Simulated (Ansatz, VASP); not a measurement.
## One calculation of CdBr, two programs

Contents of POSCAR:

```
CdBr
1.0
    0.0000000000      3.0723910300      3.0723910300
    3.0723910300      0.0000000000      3.0723910300
    3.0723910300      3.0723910300      0.0000000000
Cd Br
1 1
Direct
    0.0000000000      0.0000000000      0.0000000000
    0.5000000000      0.5000000000      0.5000000000
```

Contents of INCAR.step1:

```
PREC = Accurate
ENCUT = 520
EDIFF = 1E-5
ISMEAR = -1
SIGMA = 0.05
LREAL = False
LASPH = True
NELM = 100
ALGO = Normal
ISIF = 2
LWAVE = True
LCHARG = False
NBANDS = 16
GGA = PE
```

File INCAR.step2:

```
PREC = Accurate
ENCUT = 520
EDIFF = 1E-6
ISMEAR = -1
SIGMA = 0.05
LREAL = False
LASPH = True
NELM = 100
ALGO = Normal
ISIF = 2
LWAVE = False
LCHARG = False
GGA = PE
LHFCALC = True
HFSCREEN = 0.2
AEXX = 0.1
PRECFOCK = Fast
NBANDS = 16
ISTART = 1
```

KPOINTS

```
regular mesh
0
Gamma
  4 4 4
```

Contents of input.yaml:

```yaml
crystal:
  lattice:
    - [0.0, 3.07239103, 3.07239103]
    - [3.07239103, 0.0, 3.07239103]
    - [3.07239103, 3.07239103, 0.0]
  atoms:
    - { symbol: Cd, position: [0.0, 0.0, 0.0] }
    - { symbol: Br, position: [0.5, 0.5, 0.5] }
hamiltonian:
  xc: { exchange: pbe, correlation: pbe, exx: { coeff: 0.1, omega: 0.2 } }
  pseudopotentials: { kind: paw }
kpoints:
  mp_grid: { grid: [4, 4, 4] }
scf:
  occupations: { method: fermi_dirac, width: 0.05 }
output:
  forces: true
  stress: true
  eigenvalues: true
```

The cell was built by a generator and needn't be a form met in nature.

Alike in both runs: task single point; functional HSE(alpha, omega); k mesh 4 × 4 × 4; occupations fermi-dirac, width 0.05 eV; no spin polarisation.

|  | VASP | Ansatz |
| --- | --- | --- |
| version | VASP 6.6.1 | Ansatz 0.2.0 |
| potentials or method | VASP PAW PBE potentials, release 64 (Cd, Br) | Ansatz PAW |
| plane-wave cutoff (eV) | 520 | 420 |
| valence electrons in the cell | 19 | 27 |

VASP gave:

- gap on the k mesh at the Fermi level (eV): none
- pressure (GPa): 1.4

**Question.** What did Ansatz give for the same quantities?

**Answer.** gap on the k mesh at the Fermi level (eV): none; pressure (GPa): 1.3.

A gap of «none» marks a metal or a gap that the smearing closes. The two sets of potentials don't hold the same shells in valence.

Caveats: the k mesh is coarse (spacing up to 0.44 Å⁻¹), so the values aren't converged, least of all with exact exchange; an odd number of electrons without spin polarisation forces a metal; a magnetic or distorted state may lie lower; the PAW data sets were made with another functional, which shifts forces and pressure a little (VASP); the PAW data sets come from PBE, with cores solved anew for the run's functional, which leaves a small shift of forces and pressure (Ansatz); the thresholds are loose for stress (Ansatz).
